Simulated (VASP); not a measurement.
Here is a VASP 6.6.1 calculation.

The input INCAR:

```
  PREC = Accurate
  ENCUT = 520
  EDIFF = 1E-6
  ISMEAR = 0
  SIGMA = 0.1
  LREAL = False
  LASPH = True
  NELM = 100
  ALGO = Normal
  ISIF = 2
  LWAVE = False
  LCHARG = False
  GGA = PE
  NBANDS = 28
```

The input KPOINTS:

```
regular mesh
0
Gamma
  6 6 4
```

POSCAR

```
NaBi2H2
1.0
    5.7232411514      0.0000000000      0.0000000000
   -2.8616205757      4.9564722291      0.0000000000
    0.0000000000      0.0000000000      4.4016509170
Na Bi H
1 2 2
Direct
    0.0000000000      0.0000000000      0.0000000000
    0.3333333333      0.6666666667      0.0000000000
    0.6666666667      0.3333333333      0.0000000000
    0.3333333333      0.6666666667      0.5000000000
    0.6666666667      0.3333333333      0.5000000000
```

Potentials or basis: VASP PAW PBE potentials, release 64 (Na_pv, Bi_d, H).

Launch:

```console
$ cat potpaw_PBE.64/Na_pv/POTCAR potpaw_PBE.64/Bi_d/POTCAR potpaw_PBE.64/H/POTCAR > POTCAR
$ mpirun -np 1 vasp_std > vasp.out
```

Estimate the band gap on the k mesh.

none (metal or under the smearing width).

Estimate the pressure.

0.2 GPa.

Stress tensor (GPa, compression positive):
```
 0.25  0.00  0.00
 0.00  0.25  0.00
 0.00  0.00 -0.03
```

Caveat: spin-orbit coupling is left out, which moves the levels of the heavy elements.
